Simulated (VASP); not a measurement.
Crystal: NbSiN3.

```
Nb Si N
1.0
     5.58687    0.00000    0.00000
     0.00000    5.58687    0.00000
     0.00000    0.00000    3.99896
Nb Si N
2 2 6
Direct
  0.50000 0.50000 0.00000
  0.00000 0.00000 0.00000
  0.50000 0.00000 0.50000
  0.00000 0.50000 0.50000
  0.50000 0.50000 0.50000
  0.00000 0.00000 0.50000
  0.79615 0.70385 0.00000
  0.20385 0.29615 0.00000
  0.70385 0.20385 0.00000
  0.29615 0.79615 0.00000
```

The cell was built by a generator and needn't be a form met in nature.

```yaml
Program: VASP 6.6.1
Task: relaxation of cell and atoms
Functional: PBE
Potentials_or_basis: VASP PAW PBE potentials, release 64 (Nb_sv, Si, N)
Cutoff: 520 eV
k_mesh: 3 × 3 × 4
Occupations: gaussian, width 0.15 eV
Spin: no spin polarisation
```

At the start: pressure 5.6 GPa; volume 12.48 Å³/atom.

Q: How do energy, volume and symmetry change on relaxing?

A: Over 19 steps the energy falls by 287.5 meV/atom and the volume is 11.34 Å³/atom (-9.2 %); space group P4/mbm (No. 127, to 0.05 Å).

Step by step:
```
step  energy change (eV)  largest force (eV/Å)  pressure (GPa)  volume (Å³)
   1              0.0000                1.4987            5.62       124.82
   2             -0.3399                1.1049           -7.02       132.90
   3             -0.3410                1.1427           -6.47       132.40
   4             -0.7093                1.1887           -7.15       131.19
   5             -1.7611                0.7099           -9.21       127.61
   6             -2.0818                0.4380           -1.49       120.60
   7             -1.1666                4.2173            9.93       117.55
   8             -2.0946                0.4219           -1.00       120.37
   9             -2.4589                0.4303           -0.72       118.70
  10             -2.4726                0.9347           -0.41       118.31
  11             -2.6817                0.4360           -3.07       118.13
  12             -2.7872                0.2111           -6.10       117.75
  13             -2.8610                0.3387           -1.14       114.21
  14             -2.8620                0.3555           -0.55       113.78
  15             -2.8620                0.3633           -0.31       113.62
  16             -2.8717                0.2004            0.09       113.49
  17             -2.8752                0.0196            0.49       113.34
  18             -2.8752                0.0478            0.43       113.37
  19             -2.8752                0.0038            0.43       113.36
```

Final structure:
```
Nb Si N
1.0
     5.29140    0.00000    0.00000
     0.00000    5.29140    0.00000
     0.00000    0.00000    4.04868
Nb Si N
2 2 6
Cartesian
  2.6457 2.6457 0.0000
  0.0000 0.0000 0.0000
  2.6457 0.0000 2.0243
  0.0000 2.6457 2.0243
  2.6457 2.6457 2.0243
  0.0000 0.0000 2.0243
  4.7529 3.1842 0.0000
  0.5385 2.1072 0.0000
  3.1842 0.5385 0.0000
  2.1072 4.7529 0.0000
```

Caveat: the k mesh is coarse (spacing up to 0.39 Å⁻¹), so the values aren't converged.
